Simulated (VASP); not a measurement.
Input:

```yaml
crystal:
  lattice:
    - [0.00000, 3.04509, 3.04509]
    - [3.04509, 0.00000, 3.04509]
    - [3.04509, 3.04509, 0.00000]
  atoms:
    - { symbol: In, position: [0.99179, 0.00821, 0.00821] }
    - { symbol: As, position: [0.25000, 0.25000, 0.25000] }
```

Method: PBEsol GGA, VASP's PBE PAW potentials (set 64) (plane waves; VASP). Numerical set-up: 480 eV cut-off, 10×10×10 Γ-centred mesh, first-order Methfessel-Paxton smearing of 0.10 eV, potentials In_d As.

### Question
Which forces act on the atoms, in eV/Å?

### Answer

| atom | Fx | Fy | Fz |
|---|---|---|---|
| In1 | -0.362 | 0.000 | 0.000 |
| As2 | 0.362 | 0.000 | 0.000 |

### Question
Give the stress tensor in GPa (positive for a compressed cell).

### Answer

```
0.03  0.00  0.00
0.00  0.09  1.07
0.00  1.07  0.09
```
The pressure is its mean diagonal, 0.07 GPa.

The compound is InAs in the zinc blende structure. This cell was strained or had an atom moved on purpose.
